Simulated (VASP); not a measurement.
# How biaxial strain in the (111) plane changes C

How do the elastic response and the band edges of C follow biaxial strain in the (111) plane?

Method: LDA; plane waves and PAW (C), in the first sound run; inputs show where later runs differ, in VASP 6.6.1.

### 1. The structure

It takes space group Fd-3m (No. 227, cubic). Conventional cell: a = 3.567 Å, b = 3.567 Å, c = 3.567 Å, α = 90.00°, β = 90.00°, γ = 90.00°. Nearest to C lie 4 C at 1.54 Å.

As a file:

```cif
data_structure
_symmetry_space_group_name_H-M 'P 1'
_symmetry_Int_Tables_number 1
_cell_length_a 2.5222
_cell_length_b 2.5222
_cell_length_c 2.5222
_cell_angle_alpha 60.000
_cell_angle_beta 60.000
_cell_angle_gamma 60.000
_cell_volume 11.35
loop_
_atom_site_label
_atom_site_type_symbol
_atom_site_fract_x
_atom_site_fract_y
_atom_site_fract_z
_atom_site_occupancy
C1 C 0.00000 0.00000 0.00000 1
C2 C 0.25000 0.25000 0.25000 1
```

### 2. Relax the crystal, LDA

The series starts from the cell that this level prefers, so that zero strain is near zero stress.

This step took 2 runs in a row; the last is shown.

Level: LDA; plane waves and PAW (C).

Input file INCAR:

```
SYSTEM = C
PREC = Accurate
ENCUT = 600
EDIFF = 1E-07
NELM = 120
ISMEAR = 0
SIGMA = 0.02
LREAL = .FALSE.
ALGO = Normal
GGA = CA
NBANDS = 10
LASPH = .TRUE.
LORBIT = 11
LWAVE = .FALSE.
LCHARG = .FALSE.
KPAR = 16
IBRION = 2
NSW = 40
ISIF = 3
EDIFFG = -0.005
POTIM = 0.4
```

Input file POSCAR:

```
C
1.0
    0.0000000000      1.7668691223      1.7668691223
    1.7668691223      0.0000000000      1.7668691223
    1.7668691223      1.7668691223      0.0000000000
C
2
Direct
    0.0000000000      0.0000000000      0.0000000000
    0.2500000000      0.2500000000      0.2500000000
```

Input file KPOINTS:

```
Automatic mesh
0
Gamma
14 14 14
0 0 0
```

The projector-augmented-wave data sets are C (LDA family, release 64).

On the command line:

```
> mpirun -np 16 vasp_std
```

What it wrote:

```text
[banner, memory and clock lines left out]
running   16 mpi-ranks, on    1 nodes
[...]
|                                                                             |
|           W    W    AA    RRRRR   N    N  II  N    N   GGGG   !!!           |
|           W    W   A  A   R    R  NN   N  II  NN   N  G    G  !!!           |
|           W    W  A    A  R    R  N N  N  II  N N  N  G       !!!           |
|           W WW W  AAAAAA  RRRRR   N  N N  II  N  N N  G  GGG   !            |
|           WW  WW  A    A  R   R   N   NN  II  N   NN  G    G                |
|           W    W  A    A  R    R  N    N  II  N    N   GGGG   !!!           |
|                                                                             |
|     For optimal performance we recommend to set                             |
|       NCORE = 2 up to number-of-cores-per-socket                            |
|     NCORE specifies how many cores store one orbital (NPAR=cpu/NCORE).      |
|     This setting can greatly improve the performance of VASP for DFT.       |
[...]
|     Unfortunately you need to use the default for GW and RPA                |
|     calculations (for HF NCORE is supported but not extensively tested      |
|     yet).                                                                   |
|                                                                             |

 LDA part: xc-table for (Slater(with rela. corr.)+CA(PZ))
 , standard interpolation
 POSCAR, INCAR and KPOINTS ok, starting setup
[...]
entering main loop
       N       E                     dE             d eps       ncg     rms          rms(c)
DAV:   1     0.225764946951E-01    0.22576E-01   -0.54446E+03  2120   0.891E+02
DAV:   2    -0.207061526879E+02   -0.20729E+02   -0.19786E+02  2798   0.131E+02
DAV:   3    -0.211142547769E+02   -0.40810E+00   -0.40710E+00  2488   0.154E+01
DAV:   4    -0.211151186072E+02   -0.86383E-03   -0.86376E-03  2274   0.831E-01
[...]
DAV:   9    -0.202521614010E+02    0.12387E-04   -0.34034E-05  2370   0.497E-02    0.194E-02
DAV:  10    -0.202521627672E+02   -0.13661E-05   -0.17725E-06  2274   0.121E-02    0.447E-03
DAV:  11    -0.202521627009E+02    0.66265E-07   -0.56513E-08  1640   0.199E-03
   1 F= -.20252163E+02 E0= -.20252163E+02  d E =-.202522E+02
[...]
reached required accuracy - stopping structural energy minimisation
```

It took 1.8 s on 16 MPI ranks of AMD EPYC 9R14 (Zen 4), shared host; peak memory 1.5 GiB.

Lines that name or quote the potential files are left out of all logs, and their timing lines are given in words.

From OUTCAR (step 2):

```text
  Total        0.0025777      0.0025777      0.0025777      0.0000000      0.0000000     -0.0000000
  in kB        0.3743643      0.3743643      0.3743643      0.0000000      0.0000000     -0.0000000
  external PRESSURE =       0.3743643 kB  Pullay stress =       0.0000000 kB

 POSITION                                       TOTAL-FORCE (eV/Angst)
 -----------------------------------------------------------------------------------
      0.00000      0.00000      0.00000        -0.000000     -0.000000     -0.000000
      0.88343      0.88343      0.88343         0.000000      0.000000      0.000000
 -----------------------------------------------------------------------------------
    total drift:                                0.000000      0.000000      0.000000

  FREE ENERGIE OF THE ION-ELECTRON SYSTEM (eV)
  ---------------------------------------------------
  free  energy   TOTEN  =       -20.2521627009 eV

  energy  without entropy=      -20.2521627009  energy(sigma->0) =      -20.25216270

 reached required accuracy - stopping structural energy minimisation

[... 3 further parts left out ...]
[key lines of the parts left out:]
E-fermi :  10.2749
```

Read from the output:

* energy(sigma→0) of the program: -20.2522 eV
* stress, compression positive: 0.04 along [111], 0.04 across it (mean), GPa
* volume: 11.032 Å³
* ionic steps: 1

### 3. Strain along the normal, LDA

One member in full: the plane is strained by -1 %, and the strain along the normal is moved by secant steps until the normal stress is under 0.012 GPa or five steps are spent; the atoms relax at each step.

This step took 4 runs, each at a new trial strain with the atoms of the one before; the last is shown.

Level: LDA; plane waves and PAW (C).

INCAR, as its differences from that of step 2:

```diff
@@ -15,7 +15,7 @@
 LCHARG = .FALSE.
-KPAR = 16
-IBRION = 2
-NSW = 40
-ISIF = 3
-EDIFFG = -0.005
-POTIM = 0.4
+KPAR = 4
+IBRION = 1
+NSW = 25
+ISIF = 2
+EDIFFG = -0.004
+POTIM = 0.3
```

Input file POSCAR:

```
C
1.0
    0.0131981850      1.7623986160      1.7623986160
    1.7623986160      0.0131981850      1.7623986160
    1.7623986160      1.7623986160      0.0131981850
C
2
Direct
    0.0001241040      0.0001241040      0.0001241040
    0.2498758960      0.2498758960      0.2498758960
```

KPOINTS is that of step 2.

On the command line:

```
> mpirun -np 4 vasp_std
```

What it wrote:

```text
[banner, memory and clock lines left out]
running    4 mpi-ranks, on    1 nodes
[...]
LDA part: xc-table for (Slater(with rela. corr.)+CA(PZ))
 , standard interpolation
 POSCAR, INCAR and KPOINTS ok, starting setup
[...]
entering main loop
       N       E                     dE             d eps       ncg     rms          rms(c)
DAV:   1     0.147704930805E+00    0.14770E+00   -0.53898E+03  5896   0.889E+02
DAV:   2    -0.207334809812E+02   -0.20881E+02   -0.19977E+02  7716   0.133E+02
DAV:   3    -0.211482845222E+02   -0.41480E+00   -0.41385E+00  6824   0.153E+01
DAV:   4    -0.211491524458E+02   -0.86792E-03   -0.86788E-03  6282   0.838E-01
[...]
DAV:   9    -0.202416859762E+02    0.12119E-04   -0.36105E-05  6560   0.512E-02    0.196E-02
DAV:  10    -0.202416875156E+02   -0.15394E-05   -0.18765E-06  6374   0.125E-02    0.461E-03
DAV:  11    -0.202416874910E+02    0.24618E-07   -0.68028E-08  4714   0.224E-03
   1 F= -.20241687E+02 E0= -.20241687E+02  d E =-.202417E+02
 BRION: g(F)=  0.726E-06 g(S)=  0.000E+00
 reached required accuracy - stopping structural energy minimisation
```

It took 6.8 s on 4 MPI ranks; peak memory 0.45 GiB; 20 s of CPU time.

Parts of OUTCAR (step 3):

```text
  Total        0.6250663      0.6250663      0.6250663     -0.3125394     -0.3125394     -0.3125394
  in kB       92.5124636     92.5124636     92.5124636    -46.2571553    -46.2571553    -46.2571553
  external PRESSURE =      92.5124636 kB  Pullay stress =       0.0000000 kB

 POSITION                                       TOTAL-FORCE (eV/Angst)
 -----------------------------------------------------------------------------------
      0.00044      0.00044      0.00044         0.002045      0.002045      0.002045
      0.88406      0.88406      0.88406        -0.002045     -0.002045     -0.002045
 -----------------------------------------------------------------------------------
    total drift:                                0.000000      0.000000      0.000000

  FREE ENERGIE OF THE ION-ELECTRON SYSTEM (eV)
  ---------------------------------------------------
  free  energy   TOTEN  =       -20.2416874910 eV

  energy  without entropy=      -20.2416874910  energy(sigma->0) =      -20.24168749

[... 1 part as in an earlier step ...]

[... 3 further parts left out ...]
[key lines of the parts left out:]
E-fermi :  10.5257
```

Read from the output:

* energy(sigma→0) of the program: -20.2417 eV
* stress, compression positive: 0.00 along [111], 13.88 across it (mean), GPa
* ionic steps: 1

### 4. Band edges, HSE06

Short lines in KPOINTS_OPT sample the zone centre along and across the normal of the plane, for masses, and the other valleys.

Level: HSE06; plane waves and PAW (C).

Input file INCAR:

```
SYSTEM = C
PREC = Accurate
ENCUT = 600
EDIFF = 1E-06
NELM = 100
ISMEAR = 0
SIGMA = 0.02
LREAL = .FALSE.
ALGO = Normal
LHFCALC = .TRUE.
AEXX = 0.25
GGA = PE
HFSCREEN = 0.2
LASPH = .TRUE.
NBANDS = 9
PRECFOCK = Fast
LWAVE = .FALSE.
LCHARG = .FALSE.
KPAR = 4
```

POSCAR is that of step 3.

Input file KPOINTS:

```
Automatic mesh
0
Gamma
7 7 7
0 0 0
```

Input file KPOINTS_OPT:

```
Line mode
6
Line-mode
Reciprocal
  0.00000000   0.00000000   0.00000000
  0.01625499   0.01625499   0.01625499

  0.00000000   0.00000000   0.00000000
 -0.00984271   0.00984271   0.00000000

  0.31000000   0.31000000   0.00000000
  0.50000000   0.50000000   0.00000000

  0.00000000   0.31000000   0.31000000
  0.00000000   0.50000000   0.50000000

  0.45000000   0.45000000   0.45000000
  0.50000000   0.50000000   0.50000000

  0.45000000   0.00000000   0.00000000
  0.50000000   0.00000000   0.00000000

  0.42500000   0.42500000   0.00000000
  0.42510503   0.43902472   0.01402472

  0.50000000   0.50000000   0.50000000
  0.49015729   0.50984271   0.50000000
```

On the command line:

```
> mpirun -np 4 vasp_std
```

What it wrote:

```text
[banner, memory and clock lines left out]
running    4 mpi-ranks, on    1 nodes
[...]
|                                                                             |
|               ----> ADVICE to this user running VASP <----                  |
|                                                                             |
|     You enforced a specific xc type in the INCAR file but a different       |
|     [... a line on the potential file left out ...]
|     I HOPE YOU KNOW WHAT YOU ARE DOING!                                     |
|                                                                             |

 LDA part: xc-table for (Slater+PW92), standard interpolation
 found WAVECAR, reading the header
 POSCAR, INCAR and KPOINTS ok, starting setup
[...]
reading WAVECAR
 the WAVECAR file was read successfully
 initial charge from wavefunction
 entering main loop
       N       E                     dE             d eps       ncg     rms          rms(c)
DAV:   1    -0.210979789986E+02   -0.21098E+02   -0.65203E-01   823   0.820E+00    0.105E+00
DAV:   2    -0.211006137275E+02   -0.26347E-02   -0.66415E-03   864   0.759E-01    0.693E-01
DAV:   3    -0.210998720986E+02    0.74163E-03   -0.34603E-04   876   0.180E-01    0.385E-01
DAV:   4    -0.210996317425E+02    0.24036E-03   -0.87249E-05   851   0.978E-02    0.216E-01
DAV:   5    -0.210995571439E+02    0.74599E-04   -0.23982E-05   935   0.528E-02    0.121E-01
DAV:   6    -0.210995339521E+02    0.23192E-04   -0.71967E-06   953   0.295E-02    0.685E-02
DAV:   7    -0.210995269545E+02    0.69976E-05   -0.22621E-06   850   0.168E-02    0.387E-02
DAV:   8    -0.210995249918E+02    0.19627E-05   -0.72824E-07   438   0.974E-03    0.221E-02
DAV:   9    -0.210995246744E+02    0.31746E-06   -0.29805E-07   451   0.654E-03
   1 F= -.21099525E+02 E0= -.21099525E+02  d E =-.133048E-19
 Start KPOINTS_OPT (optional k-point list driver)
k-point batch [1-44\48]
       N       E                     dE             ncg
DAV:   1     0.159862142581E+04   -0.13182E+05      792
DAV:   2     0.402979048683E+03   -0.11956E+04     1121
DAV:   3     0.338816743536E+03   -0.64162E+02      923
DAV:   4     0.338451320267E+03   -0.36542E+00     1053
DAV:   5     0.338447599018E+03   -0.37212E-02      999
DAV:   6     0.338447592033E+03   -0.69848E-05      966
DAV:   7     0.338447592018E+03   -0.15324E-07      848
k-point batch [45-48\48]
       N       E                     dE             ncg
DAV:   2     0.148258627243E+05   -0.11214E+03       88
DAV:   3     0.148220051486E+05   -0.38576E+01       86
DAV:   4     0.148219927192E+05   -0.12429E-01      104
DAV:   5     0.148219926681E+05   -0.51037E-04       96
DAV:   6     0.148219926680E+05   -0.95099E-07       95
```

Wall time 3.1 min (4 MPI ranks); peak memory 0.86 GiB.

Parts of OUTCAR (step 4):

```text
  LATTYP: Found a trigonal (rhomboedric) cell.
 ALAT       =     2.4924429693
 COS(alpha) =     0.5074745327

 Subroutine GETGRP returns: Found 12 space group operations
 (whereof  6 operations were pure point group operations)

The static configuration has the point symmetry C_3v.
 The point group associated with its full space group is D_3d.

 Found     44 irreducible k-points:

   k-points           NKPTS =     44   k-points in BZ     NKDIM =    343   number of bands    NBANDS=      9

   dimension x,y,z NGX =    20 NGY =   20 NGZ =   20
   dimension x,y,z NGXF=    40 NGYF=   40 NGZF=   40

   ENCUT  =  600.0 eV  44.10 Ry    6.64 a.u.   4.98  4.98  4.98*2*pi/ulx,y,z

   NELECT =       8.0000    total number of electrons

  exchange ACFDT corr.  =         0.00000000  see jH, gK, PRB 81, 115126

 E-fermi :  10.1520

 k-point     1 :       0.0000    0.0000    0.0000
  band No.  band energies     occupation
      1     -14.1912      2.00000
      2       9.9840      2.00000
      3      10.0318      2.00000
      4      10.0318      2.00000
      5      16.9157      0.00000
      6      17.2653      0.00000
      7      17.2653      0.00000
      8      26.4284      0.00000
      9      31.5342      0.00000

 k-point     2 :       0.1429    0.0000    0.0000
  band No.  band energies     occupation
      1     -13.5583      2.00000
      2       6.7200      2.00000
      3       9.0737      2.00000
      4       9.1114      2.00000
      5      18.1635      0.00000
      6      18.4673      0.00000
      7      18.8723      0.00000
      8      26.8345      0.00000
      9      32.4565      0.00000

 POSITION                                       TOTAL-FORCE (eV/Angst)
 -----------------------------------------------------------------------------------
      0.00044      0.00044      0.00044         0.002872      0.002872      0.002872
      0.88406      0.88406      0.88406        -0.002872     -0.002872     -0.002872
 -----------------------------------------------------------------------------------
    total drift:                               -0.000000      0.000000      0.000000

  FREE ENERGIE OF THE ION-ELECTRON SYSTEM (eV)
  ---------------------------------------------------
  free  energy   TOTEN  =       -21.0995246744 eV

  energy  without entropy=      -21.0995246744  energy(sigma->0) =      -21.09952467

[... 1 part as in an earlier step ...]

[... 7 further parts left out ...]
```

Read from the output:

* energy(sigma→0) of the program: -21.0995 eV

### 5. All members

Hybrid runs start from orbitals of a short LDA run, not shown.

Runs beyond LDA use the data sets made with LDA; this shifts their levels slightly, and their total energies have another zero.

The other members went through these steps as far as the tables show, with the same cutoff and, step by step, the same mesh; 50 runs are not shown. The session took 1.8 core hours (wall time by ranks) on a shared machine.

| in-plane strain (%) | strain along the normal (%) | in-plane stress, tension positive (GPa) | energy above the unstrained row (meV/atom) | gap on the mesh, LDA (eV) |
| --- | --- | --- | --- | --- |
| -2.000 | 0.243 | -28.976 | 20.305 | 4.192 |
| -1.000 | 0.120 | -13.877 | 5.238 | 4.190 |
| -0.500 | 0.060 | -6.800 | 1.414 | 4.180 |
| 0 | 0.004 | -0.035 | 0.000 | 4.166 |
| 0.500 | -0.054 | 6.436 | 0.818 | 4.130 |
| 1.000 | -0.109 | 12.615 | 3.866 | 4.095 |
| 1.500 | -0.165 | 18.511 | 9.034 | 4.059 |
| 2.000 | -0.218 | 24.136 | 16.252 | 4.027 |

Slopes at zero strain, from cubics through all rows: strain ratio -0.115, stress over strain 1323 GPa.

Band edges at HSE06, counted from the valence-band top at Γ, with one row partly withheld:

| in-plane strain (%) | gap (eV) | conduction band at Γ (eV) | Δ or X valley along z (eV) | Δ or X valley along x (eV) | lowest conduction level at L, [111] (eV) | lowest conduction level at L, [-111] (eV) | second valence level below the top (eV) | third valence level below the top (eV) |
| --- | --- | --- | --- | --- | --- | --- | --- | --- |
| -2.000 | 5.393 | 6.667 | 5.391 | 5.391 | 10.455 | 9.945 | 0.000 | 0.130 |
| -1.000 | 5.397 | 6.884 | 5.390 | 5.390 | 10.309 | 10.068 | 0.000 | 0.048 |
| -0.500 | 5.389 | 6.984 | 5.380 | 5.380 | 10.235 | 10.120 | 0.000 | 0.021 |
| 0 | 5.374 | 7.076 | 5.364 | 5.364 | 10.160 | 10.159 | 0.000 | 0.000 |
| 0.500 | 5.340 | 6.984 | 5.330 | 5.330 | ? | 10.068 | 0.014 | 0.014 |
| 1.000 | 5.306 | 6.895 | 5.298 | 5.298 | 9.989 | 9.980 | 0.021 | 0.021 |
| 1.500 | 5.271 | 6.810 | 5.263 | 5.263 | 9.908 | 9.895 | 0.028 | 0.028 |
| 2.000 | 5.238 | 6.731 | 5.233 | 5.233 | 9.673 | 9.814 | 0.025 | 0.025 |

### 6. Working out the slope

The quantity to fit is the splitting of the lowest conduction levels at the L points ([111] less [-111]) at HSE06: 0.510, 0.241, 0.114, 0.001, 0.008, 0.012, -0.142 eV in the rows shown.

Fitting a parabola to the 7 known rows (d: strain along the axis less the strain across it, in %) gives E = 0.03113 d² + 0.1255 d + 0.05655 in eV; the residuals are 0.051 eV r.m.s.

At d = -0.5541 this predicts -0.0034 eV.

### 7. Checking the prediction

The calculation gives 0.0032 eV, so the prediction is 0.0066 eV too low, within twice the residual of the fit.

The rows do not lie on one parabola (a picked bound of 1 % of their span for the r.m.s. residual). Levels that cross, a degenerate level that splits or an edge that moves to another point can do that; which it is was not traced. So the linear term is no slope at zero strain, and none is listed.

### 8. Outcome

- ratio of normal to in-plane strain: -0.115
- biaxial modulus: 1323 GPa
- gap of the unstrained cell, HSE06: 5.37 eV
- error of the predicted row: -6.6 meV

In words: As a check, the curvature of the energy gives 1325 GPa for the same modulus (energy per volume = M × strain²), 0 % from the slope of the stress. The energy also has a linear term worth 0.83 GPa that the stress column lacks, a mark of the finite basis. At HSE06 the lowest conduction valley is Δ or X throughout, and the gap runs between 5.24 and 5.40 eV. Hole masses are left out throughout, since the top bands are degenerate or cross in many series; of conduction masses, those of the Γ, L and (for Si and Ge under (001) strain) Δ valleys are kept where they change by under an eighth between rows. A measured gap of unstrained C is 5.5 eV (arxiv:1902.02958, band gap, experimental literature value, temperature not given); the static gaps here belong to the lattice relaxed at LDA. HSE06 ran on a coarser mesh than the semilocal levels. Spin-orbit coupling is left out at HSE06, so the valence splittings there lack it. Δ or X levels are the lowest on their line, refined by a parabola unless they lie at X; the gap is read from all points sampled and can differ from the lowest valley by some meV, or by tens of meV where strain moves the valence top off Γ. Temperature, zero-point motion and excitons are left out.

[Lines on the potential files, build, host, timing and source positions are cut from VASP's logs without a mark.]

[Logs are printed without paths, hosts, clocks, repeated set-up lines and the standing remarks that a program may print on its own settings, such as how far it seeks lower states.]

[Hosts, paths, dates, database ids (printed as entryN), source tags and the programs' standing remarks are cut or masked in the printed files.]

[In band tables of VASP the shares of atoms and orbitals are scaled to a sum of 1 inside the atoms' spheres.]
